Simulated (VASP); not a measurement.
Consider the following.

```yaml
crystal:
  lattice:
    - [5.53110, -0.00057, -0.00057]
    - [-0.00057, 5.53110, -0.00057]
    - [-0.00057, -0.00057, 5.53110]
  atoms:
    - { symbol: Si, position: [0.99698, 0.00288, 0.00288] }
    - { symbol: Si, position: [0.25302, 0.24712, 0.24712] }
    - { symbol: Si, position: [0.50288, 0.49698, 0.00288] }
    - { symbol: Si, position: [0.74712, 0.75302, 0.24712] }
    - { symbol: Si, position: [0.50288, 0.00288, 0.49698] }
    - { symbol: Si, position: [0.74712, 0.24712, 0.75302] }
    - { symbol: Ge, position: [0.99678, 0.49678, 0.49678] }
    - { symbol: Ge, position: [0.25322, 0.75322, 0.75322] }
```

Computed with modified Becke-Johnson potential (mBJ), VASP's PBE PAW potentials (set 64) (plane waves; VASP 6.6.1). Settings: 400 eV cut-off, 4×4×4 Γ-centred mesh, Gaussian smearing of 0.050 eV, potentials Si Ge_d.

mBJ is a potential without an energy functional, so only the levels count.

Q: Give the energies of bands 17 to 30 at the high-symmetry points, in eV from the valence-band maximum.

A: 
| band | Γ | T | H2 | L | S0 | F |
|---|---|---|---|---|---|---|
| 17 | -7.73 | -6.66 | -6.66 | -3.86 | -5.40 | -5.40 |
| 18 | -2.88 | -6.66 | -6.66 | -3.73 | -5.36 | -5.36 |
| 19 | -2.83 | -1.49 | -1.49 | -3.58 | -3.61 | -3.61 |
| 20 | -2.83 | -1.49 | -1.49 | -3.58 | -3.48 | -3.48 |
| 21 | -2.70 | -1.41 | -1.41 | -3.54 | -3.47 | -3.47 |
| 22 | -2.70 | -1.21 | -1.21 | -3.31 | -3.38 | -3.38 |
| 23 | -2.69 | -1.21 | -1.21 | -2.02 | -1.58 | -1.58 |
| 24 | -0.04 | -1.05 | -1.05 | -1.83 | -1.31 | -1.31 |
| 25 | -0.04 | -1.05 | -1.05 | -1.77 | -1.28 | -1.28 |
| 26 | 0.00 | -0.81 | -0.81 | -1.58 | -1.07 | -1.07 |
| 27 | 1.08 | 1.32 | 1.32 | 1.60 | 2.82 | 2.82 |
| 28 | 1.11 | 1.73 | 1.73 | 1.79 | 2.85 | 2.85 |
| 29 | 1.54 | 1.96 | 1.96 | 3.68 | 2.94 | 2.94 |
| 30 | 1.54 | 1.96 | 1.96 | 3.69 | 3.14 | 3.14 |

The gap is direct, 1.08 eV, from the valence maximum at Γ to the conduction minimum at Γ.

The structure was generated: Ge2Si6 was put into an ordered model structure (R-3m), which need not be its known phase. It was relaxed first. The cell's shape comes from a PBE relaxation.
